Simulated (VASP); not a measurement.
Level of theory: PBE GGA, VASP's PBE PAW potentials (set 64) (plane waves; VASP).

A VASP calculation is set up with these files.

File POSCAR:
```
Ta2N
1
    3.0854670000     0.0000000000     0.0000000000
   -1.5427330000     2.6720930000     0.0000000000
    0.0000000000     0.0000000000     4.8269850000
Ta N
2 1
Direct
  0.6666670000   0.3333330000   0.7452900000
  0.3333330000   0.6666670000   0.2547100000
  0.0000000000   0.0000000000   0.0000000000
```

**KPOINTS**
```
Automatic mesh
0
Gamma
14 14 8
0 0 0
```

### INCAR
```
! general
SYSTEM  = Ta2N
PREC    = Accurate
ENCUT   = 400
LREAL   = F
LASPH   = T

! electronic loop
EDIFF   = 1E-6
NELM    = 100
ALGO    = Normal
LMAXMIX = 6

! smearing
ISMEAR  = -1
SIGMA   = 0.136

! functional
GGA     = PE

! ions
IBRION  = 2
NSW     = 50
ISIF    = 3
EDIFFG  = -0.01

! output
LWAVE   = F
LCHARG  = F
```

POTCAR, in this order: Ta_pv N (PBE.64 set). Program: vasp_std.

What VASP printed:

**OSZICAR**
```
       N       E                     dE             d eps       ncg     rms          rms(c)
DAV:   1     0.181939606655E+03    0.18194E+03   -0.13455E+04  5720   0.135E+03
DAV:   2    -0.308308966975E+02   -0.21277E+03   -0.21030E+03  6804   0.392E+02
DAV:   3    -0.375529531684E+02   -0.67221E+01   -0.66117E+01  7760   0.640E+01
DAV:   4    -0.376217385971E+02   -0.68785E-01   -0.66726E-01  7284   0.589E+00
DAV:   5    -0.376232642880E+02   -0.15257E-02   -0.14711E-02  7855   0.515E-01    0.281E+01
DAV:   6    -0.347530032093E+02    0.28703E+01   -0.20753E+01  6503   0.288E+01    0.136E+01
DAV:   7    -0.344552942312E+02    0.29771E+00   -0.21922E+00  6614   0.960E+00    0.707E+00
DAV:   8    -0.344053126043E+02    0.49982E-01   -0.25139E-01  7262   0.447E+00    0.497E-01
DAV:   9    -0.344011847540E+02    0.41279E-02   -0.43112E-02  7561   0.131E+00    0.246E-01
DAV:  10    -0.344008434745E+02    0.34128E-03   -0.10128E-02  7003   0.713E-01    0.104E-01
DAV:  11    -0.344005913887E+02    0.25209E-03   -0.21167E-03  6506   0.265E-01    0.270E-02
DAV:  12    -0.344005926521E+02   -0.12633E-05   -0.10135E-04  7414   0.758E-02    0.569E-03
DAV:  13    -0.344005920246E+02    0.62751E-06   -0.31948E-06  7274   0.153E-02
   1 F= -.34400592E+02 E0= -.34364001E+02  d E =-.344006E+02
       N       E                     dE             d eps       ncg     rms          rms(c)
DAV:   1    -0.348181271991E+02   -0.41753E+00   -0.18596E+01  5714   0.526E+01    0.677E+00
DAV:   2    -0.344343224743E+02    0.38380E+00   -0.70274E-01  5722   0.822E+00    0.296E+00
DAV:   3    -0.343310100684E+02    0.10331E+00   -0.41158E-01  6461   0.605E+00    0.664E-01
DAV:   4    -0.343321087002E+02   -0.10986E-02   -0.11525E-02  8276   0.890E-01    0.284E-01
DAV:   5    -0.343321763901E+02   -0.67690E-04   -0.39039E-03  6553   0.447E-01    0.248E-01
DAV:   6    -0.343321824778E+02   -0.60877E-05   -0.83968E-04  6927   0.204E-01    0.766E-02
DAV:   7    -0.343321696519E+02    0.12826E-04   -0.18272E-04  7096   0.804E-02    0.211E-02
DAV:   8    -0.343321688937E+02    0.75828E-06   -0.33386E-06  7282   0.148E-02
   2 F= -.34332169E+02 E0= -.34291533E+02  d E =0.684231E-01
       N       E                     dE             d eps       ncg     rms          rms(c)
DAV:   1    -0.346654195243E+02   -0.33325E+00   -0.93874E+00  5713   0.360E+01    0.500E+00
DAV:   2    -0.344676152192E+02    0.19780E+00   -0.37246E-01  5714   0.608E+00    0.216E+00
DAV:   3    -0.344113539574E+02    0.56261E-01   -0.20906E-01  6479   0.452E+00    0.554E-01
DAV:   4    -0.344121375257E+02   -0.78357E-03   -0.53654E-03  8244   0.644E-01    0.224E-01
DAV:   5    -0.344121667659E+02   -0.29240E-04   -0.27330E-03  6424   0.405E-01    0.186E-01
DAV:   6    -0.344121598166E+02    0.69494E-05   -0.51533E-04  6657   0.151E-01    0.434E-02
DAV:   7    -0.344121614139E+02   -0.15973E-05   -0.78121E-05  7369   0.538E-02    0.127E-02
DAV:   8    -0.344121618388E+02   -0.42487E-06   -0.19198E-06  5317   0.111E-02
   3 F= -.34412162E+02 E0= -.34374495E+02  d E =-.115698E-01
       N       E                     dE             d eps       ncg     rms          rms(c)
DAV:   1    -0.344121796322E+02   -0.18218E-04   -0.54191E-04  5793   0.281E-01    0.387E-02
DAV:   2    -0.344121677470E+02    0.11885E-04   -0.21365E-05  5896   0.457E-02    0.169E-02
DAV:   3    -0.344121652248E+02    0.25221E-05   -0.12010E-05  6638   0.340E-02    0.396E-03
DAV:   4    -0.344121654988E+02   -0.27395E-06   -0.23374E-07  3105   0.468E-03
   4 F= -.34412165E+02 E0= -.34374520E+02  d E =-.115735E-01
       N       E                     dE             d eps       ncg     rms          rms(c)
DAV:   1    -0.344137719232E+02   -0.16067E-02   -0.95707E-02  5770   0.274E+00    0.195E-01
DAV:   2    -0.344130433537E+02    0.72857E-03   -0.41128E-03  7535   0.518E-01    0.105E-01
DAV:   3    -0.344127475801E+02    0.29577E-03   -0.68691E-04  7796   0.185E-01    0.363E-02
DAV:   4    -0.344127353224E+02    0.12258E-04   -0.76452E-05  8081   0.607E-02    0.238E-02
DAV:   5    -0.344127362977E+02   -0.97532E-06   -0.25381E-06  5641   0.149E-02
   5 F= -.34412736E+02 E0= -.34374974E+02  d E =-.570799E-03
       N       E                     dE             d eps       ncg     rms          rms(c)
DAV:   1    -0.344135310148E+02   -0.79569E-03   -0.65176E-02  5770   0.226E+00    0.161E-01
DAV:   2    -0.344130304242E+02    0.50059E-03   -0.28042E-03  7553   0.428E-01    0.868E-02
DAV:   3    -0.344128285156E+02    0.20191E-03   -0.47468E-04  7813   0.153E-01    0.300E-02
DAV:   4    -0.344128206457E+02    0.78699E-05   -0.51618E-05  8065   0.500E-02    0.198E-02
DAV:   5    -0.344128214444E+02   -0.79869E-06   -0.16418E-06  4201   0.122E-02
   6 F= -.34412821E+02 E0= -.34374967E+02  d E =-.655946E-03
       N       E                     dE             d eps       ncg     rms          rms(c)
DAV:   1    -0.344128680222E+02   -0.47376E-04   -0.32340E-03  5777   0.505E-01    0.359E-02
DAV:   2    -0.344128451465E+02    0.22876E-04   -0.13776E-04  7556   0.954E-02    0.194E-02
DAV:   3    -0.344128343764E+02    0.10770E-04   -0.23416E-05  7761   0.342E-02    0.653E-03
DAV:   4    -0.344128335596E+02    0.81683E-06   -0.22868E-06  4199   0.111E-02
   7 F= -.34412834E+02 E0= -.34374999E+02  d E =-.668061E-03
       N       E                     dE             d eps       ncg     rms          rms(c)
DAV:   1    -0.344128349266E+02   -0.55018E-06   -0.12242E-04  5780   0.980E-02    0.713E-03
DAV:   2    -0.344128341710E+02    0.75559E-06   -0.51115E-06  7690   0.185E-02
   8 F= -.34412834E+02 E0= -.34375003E+02  d E =-.668672E-03
       N       E                     dE             d eps       ncg     rms          rms(c)
DAV:   1    -0.344129067972E+02   -0.71871E-04   -0.87181E-03  5760   0.830E-01    0.598E-02
DAV:   2    -0.344128403653E+02    0.66432E-04   -0.37868E-04  7585   0.158E-01    0.322E-02
DAV:   3    -0.344128111743E+02    0.29191E-04   -0.64831E-05  7820   0.570E-02    0.114E-02
DAV:   4    -0.344128092952E+02    0.18791E-05   -0.70413E-06  7522   0.185E-02    0.748E-03
DAV:   5    -0.344128089939E+02    0.30123E-06   -0.27815E-07  3149   0.518E-03
   9 F= -.34412809E+02 E0= -.34375012E+02  d E =-.643495E-03
       N       E                     dE             d eps       ncg     rms          rms(c)
DAV:   1    -0.344128912619E+02   -0.81967E-04   -0.54901E-03  5768   0.657E-01    0.468E-02
DAV:   2    -0.344128484298E+02    0.42832E-04   -0.23520E-04  7546   0.124E-01    0.252E-02
DAV:   3    -0.344128320976E+02    0.16332E-04   -0.39826E-05  7799   0.445E-02    0.862E-03
DAV:   4    -0.344128317370E+02    0.36056E-06   -0.41884E-06  5723   0.145E-02
  10 F= -.34412832E+02 E0= -.34375008E+02  d E =-.666238E-03
       N       E                     dE             d eps       ncg     rms          rms(c)
DAV:   1    -0.344128339423E+02   -0.18447E-05   -0.92733E-05  5821   0.850E-02    0.658E-03
DAV:   2    -0.344128330473E+02    0.89497E-06   -0.38999E-06  6669   0.163E-02
  11 F= -.34412833E+02 E0= -.34375007E+02  d E =-.667549E-03
       N       E                     dE             d eps       ncg     rms          rms(c)
DAV:   1    -0.344128003068E+02    0.33636E-04   -0.77330E-03  5802   0.839E-01    0.207E-02
DAV:   2    -0.344128519480E+02   -0.51641E-04   -0.56541E-04  6342   0.225E-01    0.956E-03
DAV:   3    -0.344128509424E+02    0.10056E-05   -0.10623E-05  7948   0.270E-02    0.646E-03
DAV:   4    -0.344128507031E+02    0.23936E-06   -0.17517E-06  4698   0.100E-02
  12 F= -.34412851E+02 E0= -.34374999E+02  d E =-.176557E-04
```

### OUTCAR
```
------------------------ aborting loop because EDIFF is reached ----------------------------------------
  FORCE on cell =-STRESS in cart. coord.  units (eV):
  Direction    XX          YY          ZZ          XY          YZ          ZX
  --------------------------------------------------------------------------------------
  Total       -0.0071775     -0.0071775      0.0030003     -0.0000000      0.0000000      0.0000000
  in kB       -0.2843587     -0.2843587      0.1188652     -0.0000001      0.0000000      0.0000000
  external PRESSURE =      -0.1499507 kB  Pullay stress =       0.0000000 kB
  volume of cell :       40.44
      direct lattice vectors                 reciprocal lattice vectors
     3.094361172  0.000000002  0.000000000     0.323168481  0.186581335  0.000000000
    -1.547180083  2.679795580 -0.000000000    -0.000000000  0.373162792  0.000000000
    -0.000000000 -0.000000000  4.876941782    -0.000000000  0.000000000  0.205046532
 POSITION                                       TOTAL-FORCE (eV/Angst)
 -----------------------------------------------------------------------------------
      1.54718      0.89326      3.62891         0.000000     -0.000000      0.003109
     -0.00000      1.78653      1.24804        -0.000000      0.000000     -0.003109
     -1.54718      2.67980     -0.00000         0.000000      0.000000      0.000000
 -----------------------------------------------------------------------------------
    total drift:                               -0.000000     -0.000000      0.000000
  FREE ENERGIE OF THE ION-ELECTRON SYSTEM (eV)
  ---------------------------------------------------
  free  energy   TOTEN  =       -34.4128507031 eV

  energy  without entropy=      -34.3371474198  energy(sigma->0) =      -34.37499906

 reached required accuracy - stopping structural energy minimisation
```
(Selected blocks of OUTCAR.)

### CONTCAR
```
Ta2N
   1.00000000000000
     3.0943611723060696    0.0000000016424543    0.0000000000000000
    -1.5471800832893265    2.6797955800170055   -0.0000000000000000
    -0.0000000000000000   -0.0000000000000000    4.8769417821421968
  Ta              N
     2     1
Direct
     0.6666669999999968    0.3333330000000032    0.7440946699419917
     0.3333330000000032    0.6666669999999968    0.2559053300580084
     0.0000000000000000    1.0000000000000000    0.0000000000000000
```

At this cut-off the stress carries a Pulay error, which pulls relaxed volumes low.

The structure comes from a computed database's Ta2N entry; how it stands against other phases isn't given here. This run relaxes it. Symmetry was kept, so distortions that lower it aren't found. The run is one of a series of settings (EDIFFG = -0.01, IBRION = 2, ISIF = 3, NSW = 50 against the base run), some of them coarse on purpose. The electron count is odd and the run is not spin-polarised, which forces a metal. VASP warned that the highest band is occupied, so more bands are needed.
